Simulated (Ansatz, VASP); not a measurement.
## BaTaH4 in VASP and in Ansatz

```xyz
6
Lattice="3.2666 0.0000 0.0000 0.0000 3.8346 0.0000 0.0000 0.0000 6.0615" Properties=species:S:1:pos:R:3 pbc="T T T"
Ba    0.0000    0.0000    5.8209
Ta    1.6333    0.0000    3.3394
H     0.0000    1.9173    4.1286
H     1.6333    1.9173    0.7251
H     1.6333    1.9173    4.8208
H     0.0000    1.9173    2.3804
```

Alike in both runs: task single point; functional PBE; k mesh 6 × 4 × 4; occupations gaussian, width 0.1 eV; no spin polarisation.

|  | VASP | Ansatz |
| --- | --- | --- |
| version | VASP 6.6.1 | Ansatz 0.2.0 |
| potentials or method | VASP PAW PBE potentials, release 64 (Ba_sv, Ta_pv, H) | scalar-relativistic, plane waves, PAW |
| plane-wave cutoff (eV) | 520 | 420 |
| valence electrons in the cell | 25 | 27 |

```tsv
	VASP	Ansatz	Ansatz less VASP
gap on the k mesh at the Fermi level (eV)	none	none	-
pressure (GPa)	-2.5	-4.0	-1.43
largest component of the traceless stress (GPa)	17.09	16.94	-0.151
rms of the force components (eV/Å)	1.254	1.168	-0.0853
```

Atom by atom the forces differ by 0.088 eV/Å (rms over components). A gap of «none» marks a metal or a gap that the smearing closes. The two sets of potentials don't hold the same shells in valence.

Caveats: the k mesh is coarse (spacing up to 0.41 Å⁻¹), so the values aren't converged; forces of over 1 eV/Å show positions far from the minimum, so gaps and moduli don't describe the material at rest. The runs have no spin-orbit coupling, so splittings on Ba, Ta are missing.
